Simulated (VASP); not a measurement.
```
Ta2N
1.0
    3.10788     0.00000     0.00000
   -1.55394     2.69150     0.00000
    0.00000     0.00000    22.22050
Ta N
6 3
Direct
  0.66667   0.33333   0.22502
  0.33333   0.66667   0.33666
  0.66667   0.33333   0.44418
  0.33333   0.66667   0.55582
  0.66667   0.33333   0.66334
  0.33333   0.66667   0.77498
  0.00000   0.00000   0.28084
  0.00000   0.00000   0.50000
  0.00000   0.00000   0.71916
```

The numbers are results of PBE GGA, VASP's PBE PAW potentials (set 64) (plane waves; VASP 6.6.1), not measurements. Settings: 400 eV cut-off, 8×8×1 Γ-centred mesh, Gaussian smearing of 0.10 eV, potentials Ta_pv N.

The cell holds a wide vacuum, so values per volume refer to the whole cell.

Problem. Give the energies of bands 34 to 47 at the high-symmetry points, in eV from the Fermi level.

Solution. 
```tsv
band	Γ	M	K
34	-1.84	-2.56	-2.60
35	-1.26	-2.33	-2.21
36	-1.00	-1.98	-2.21
37	-1.00	-1.60	-1.10
38	-0.99	-0.21	-1.09
39	-0.81	-0.18	-0.66
40	-0.60	0.06	-0.56
41	-0.60	0.77	0.83
42	-0.28	0.93	0.84
43	-0.28	1.32	1.13
44	0.45	1.51	1.13
45	0.45	1.75	1.30
46	0.55	1.87	1.80
47	1.12	2.80	1.81
```

It has no gap at this level: it comes out as a metal or semimetal.

The cell is a sheet with vacuum, built from a database entry that may be metastable or hypothetical.
